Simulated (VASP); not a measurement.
Output of a VASP run:

### OUTCAR
```
 ion  position               nearest neighbor table
   1  0.000  0.000  0.000-   2 2.51   2 2.51   2 2.51   2 2.51
   2  0.250  0.250  0.250-   1 2.51   1 2.51   1 2.51   1 2.51
  LATTYP: Found a face centered cubic cell.
 ALAT       =     5.7965960000
 Subroutine PRICEL returns:
 Original cell was already a primitive cell.
 Subroutine GETGRP returns: Found 24 space group operations
The static configuration has the point symmetry T_d .
The dynamic configuration has the point symmetry T_d .
 Subroutine INISYM returns: Found 24 space group operations
 Subroutine IBZKPT returns following result:
 Found     47 irreducible k-points:

 Following reciprocal coordinates:
            Coordinates               Weight
  0.000000  0.000000  0.000000      1.000000
  0.100000  0.000000  0.000000      8.000000
  0.200000  0.000000  0.000000      8.000000
  0.300000  0.000000  0.000000      8.000000
  0.400000  0.000000  0.000000      8.000000
  0.500000  0.000000  0.000000      4.000000
  0.100000  0.100000  0.000000      6.000000
  0.200000  0.100000  0.000000     24.000000
  0.300000  0.100000  0.000000     24.000000
  0.400000  0.100000  0.000000     24.000000
  0.500000  0.100000  0.000000     24.000000
 -0.400000  0.100000  0.000000     24.000000
 -0.300000  0.100000  0.000000     24.000000
 -0.200000  0.100000  0.000000     24.000000
 -0.100000  0.100000  0.000000     12.000000
  0.200000  0.200000  0.000000      6.000000
  0.300000  0.200000  0.000000     24.000000
  0.400000  0.200000  0.000000     24.000000
  0.500000  0.200000  0.000000     24.000000
 -0.400000  0.200000  0.000000     24.000000
 -0.300000  0.200000  0.000000     24.000000
 -0.200000  0.200000  0.000000     12.000000
  0.300000  0.300000  0.000000      6.000000
  0.400000  0.300000  0.000000     24.000000
  0.500000  0.300000  0.000000     24.000000
 -0.400000  0.300000  0.000000     24.000000
 -0.300000  0.300000  0.000000     12.000000
  0.400000  0.400000  0.000000      6.000000
  0.500000  0.400000  0.000000     24.000000
 -0.400000  0.400000  0.000000     12.000000
  0.500000  0.500000  0.000000      3.000000
  0.300000  0.200000  0.100000     24.000000
  0.400000  0.200000  0.100000     48.000000
  0.500000  0.200000  0.100000     48.000000
 -0.400000  0.200000  0.100000     24.000000
  0.400000  0.300000  0.100000     24.000000
  0.500000  0.300000  0.100000     48.000000
 -0.400000  0.300000  0.100000     48.000000
 -0.300000  0.300000  0.100000     48.000000
 -0.200000  0.300000  0.100000     24.000000
   k-points           NKPTS =     47   k-points in BZ     NKDIM =     47   number of bands    NBANDS=     11
   number of dos      NEDOS =    301   number of ions     NIONS =      2
   total plane-waves  NPLWV =  27000
   dimension x,y,z NGX =    30 NGY =   30 NGZ =   30
   dimension x,y,z NGXF=    60 NGYF=   60 NGZF=   60
   ions per type =               1   1
   PREC   = accura    normal or accurate (medium, high low for compatibility)
   ISTART =      0    job   : 0-new  1-cont  2-samecut
   ICHARG =      2    charge: 1-file 2-atom 10-const
   ISPIN  =      1    spin polarized calculation?
   LNONCOLLINEAR =      F non collinear calculations
   LSORBIT =      F    spin-orbit coupling
   INIWAV =      1    electr: 0-lowe 1-rand  2-diag
   ENCUT  =  520.0 eV  38.22 Ry    6.18 a.u.   7.62  7.62  7.62*2*pi/ulx,y,z
   NELM   =    100;   NELMIN=  2; NELMDL= -5     # of ELM steps
   EDIFF  = 0.1E-05   stopping-criterion for ELM
   LREAL  =      F    real-space projection
   NLSPLINE    = F    spline interpolate recip. space projectors
   LMAXMIX     =    6 max onsite mixed and CHGCAR
   VOSKOWN=      0    Vosko Wilk Nusair interpolation
   EDIFFG = -.1E-01   stopping-criterion for IOM
   NSW    =     60    number of steps for IOM
   NBLOCK =      1;   KBLOCK =     60    inner block; outer block
   IBRION =      2    ionic relax: 0-MD 1-quasi-New 2-CG
...
```

### OSZICAR
```
...
DAV:  10    -0.207121673819E+02    0.35388E-05   -0.33875E-05  1304   0.561E-02    0.433E-02
DAV:  11    -0.207121663768E+02    0.10051E-05   -0.11100E-05  1214   0.193E-02    0.816E-03
DAV:  12    -0.207121663127E+02    0.64171E-07   -0.27635E-07   588   0.519E-03
   3 F= -.20712166E+02 E0= -.20712278E+02  d E =-.247307E+01
       N       E                     dE             d eps       ncg     rms          rms(c)
DAV:   1    -0.207335594011E+02   -0.21393E-01   -0.34806E-01  1064   0.563E+00    0.158E+00
DAV:   2    -0.207235300919E+02    0.10029E-01   -0.15985E-02  1076   0.118E+00    0.742E-01
DAV:   3    -0.207202434438E+02    0.32866E-02   -0.10470E-02  1082   0.875E-01    0.480E-01
DAV:   4    -0.207202517324E+02   -0.82886E-05   -0.20538E-04  1290   0.142E-01    0.424E-01
DAV:   5    -0.207202345678E+02    0.17165E-04   -0.22392E-04  1232   0.886E-02    0.103E-01
DAV:   6    -0.207202250882E+02    0.94796E-05   -0.20418E-05  1223   0.305E-02    0.234E-02
DAV:   7    -0.207202204348E+02    0.46534E-05   -0.18698E-05  1214   0.271E-02    0.141E-02
DAV:   8    -0.207202203276E+02    0.10721E-06   -0.34404E-07   568   0.650E-03
   4 F= -.20720220E+02 E0= -.20720353E+02  d E =-.248112E+01
       N       E                     dE             d eps       ncg     rms          rms(c)
DAV:   1    -0.207249141680E+02   -0.46937E-02   -0.10943E-01  1064   0.317E+00    0.893E-01
DAV:   2    -0.207217680688E+02    0.31461E-02   -0.49984E-03  1082   0.661E-01    0.421E-01
DAV:   3    -0.207207308101E+02    0.10373E-02   -0.33034E-03  1091   0.493E-01    0.271E-01
DAV:   4    -0.207207341467E+02   -0.33366E-05   -0.64545E-05  1279   0.798E-02    0.243E-01
DAV:   5    -0.207207311084E+02    0.30383E-05   -0.72916E-05  1229   0.506E-02    0.656E-02
DAV:   6    -0.207207281223E+02    0.29861E-05   -0.70371E-06  1202   0.178E-02    0.150E-02
DAV:   7    -0.207207263353E+02    0.17870E-05   -0.65412E-06  1175   0.161E-02    0.832E-03
DAV:   8    -0.207207262456E+02    0.89730E-07   -0.13028E-07   544   0.404E-03
   5 F= -.20720726E+02 E0= -.20720866E+02  d E =-.248163E+01
       N       E                     dE             d eps       ncg     rms          rms(c)
DAV:   1    -0.207227588555E+02   -0.20325E-02   -0.54464E-02  1067   0.224E+00    0.628E-01
DAV:   2    -0.207212002168E+02    0.15586E-02   -0.24641E-03  1082   0.467E-01    0.296E-01
DAV:   3    -0.207206797763E+02    0.52044E-03   -0.16675E-03  1082   0.348E-01    0.190E-01
DAV:   4    -0.207206816053E+02   -0.18290E-05   -0.32042E-05  1311   0.563E-02    0.176E-01
DAV:   5    -0.207206778910E+02    0.37144E-05   -0.41685E-05  1221   0.382E-02    0.685E-02
DAV:   6    -0.207206737402E+02    0.41508E-05   -0.41086E-06  1172   0.138E-02    0.175E-02
DAV:   7    -0.207206720485E+02    0.16917E-05   -0.53914E-06  1115   0.143E-02    0.862E-03
DAV:   8    -0.207206720578E+02   -0.93253E-08   -0.17416E-07   526   0.438E-03
   6 F= -.20720672E+02 E0= -.20720808E+02  d E =0.541878E-04
       N       E                     dE             d eps       ncg     rms          rms(c)
DAV:   1    -0.207214861825E+02   -0.81413E-03   -0.15872E-02  1067   0.121E+00    0.338E-01
DAV:   2    -0.207210318031E+02    0.45438E-03   -0.72245E-04  1082   0.252E-01    0.159E-01
DAV:   3    -0.207208817339E+02    0.15007E-03   -0.48121E-04  1085   0.188E-01    0.103E-01
DAV:   4    -0.207208823757E+02   -0.64179E-06   -0.93229E-06  1282   0.303E-02
   7 F= -.20720882E+02 E0= -.20721021E+02  d E =-.156130E-03
```

### OUTCAR
```
------------------------ aborting loop because EDIFF is reached ----------------------------------------
  FORCE on cell =-STRESS in cart. coord.  units (eV):
  Direction    XX          YY          ZZ          XY          YZ          ZX
  --------------------------------------------------------------------------------------
  Total        0.0055993      0.0055993      0.0055993      0.0000000      0.0000000      0.0000000
  in kB        0.2882091      0.2882091      0.2882091      0.0000000      0.0000000      0.0000000
  external PRESSURE =       0.2882091 kB  Pullay stress =       0.0000000 kB
  volume of cell :       31.13
      direct lattice vectors                 reciprocal lattice vectors
     0.000000000  2.496708553  2.496708553    -0.200263663  0.200263663  0.200263663
     2.496708553 -0.000000000  2.496708553     0.200263663 -0.200263663  0.200263663
     2.496708553  2.496708553  0.000000000     0.200263663  0.200263663 -0.200263663
 POSITION                                       TOTAL-FORCE (eV/Angst)
 -----------------------------------------------------------------------------------
      0.00000      0.00000      0.00000        -0.000000      0.000000      0.000000
      1.24835      1.24835      1.24835         0.000000     -0.000000     -0.000000
 -----------------------------------------------------------------------------------
    total drift:                                0.000000      0.000000      0.000000
  FREE ENERGIE OF THE ION-ELECTRON SYSTEM (eV)
  ---------------------------------------------------
  free  energy   TOTEN  =       -20.7208823757 eV

  energy  without entropy=      -20.7212971841  energy(sigma->0) =      -20.72102065

 reached required accuracy - stopping structural energy minimisation
```
(Selected blocks of OUTCAR.)

**POSCAR**
```
HfC
1
    0.0000000000     2.8982980000     2.8982980000
    2.8982980000     0.0000000000     2.8982980000
    2.8982980000     2.8982980000     0.0000000000
Hf C
1 1
Direct
  0.0000000000   0.0000000000   0.0000000000
  0.2500000000   0.2500000000   0.2500000000
```

Write an INCAR and KPOINTS that could have produced this output.

Several could match; the one computed here: the input of the run itself, PBEsol GGA, plane waves, VASP's PBE PAW potentials (set 64).

File KPOINTS:
```
Automatic mesh
0
Gamma
10 10 10
0 0 0
```

### INCAR
```
ALGO = Normal
EDIFF = 1E-6   # SCF stop (eV)
NELM = 100   # most electronic steps
LMAXMIX = 6   # l cut-off of mixed one-centre charges
PREC = Accurate
LASPH = .TRUE.   # aspherical one-centre terms
ENCUT = 520
ISIF = 3
EDIFFG = -0.01   # ionic stop
LWAVE = .FALSE.
GGA = PS   # PBEsol
SIGMA = 0.1
IBRION = 2   # conjugate gradients
SYSTEM = HfC
LCHARG = .FALSE.
LREAL = .FALSE.   # projection in real space or not
ISMEAR = 1   # Methfessel-Paxton
NSW = 60   # most ionic steps
```

POTCAR, in this order: Hf_pv C (PBE.64 set). Program: vasp_std.

Energy and stress use the plane-wave basis of the starting cell.

The structure was generated: HfC was put into the zinc blende type (F-43m), which need not be its known phase. This run relaxes it. Symmetry was kept, so distortions that lower it aren't found.
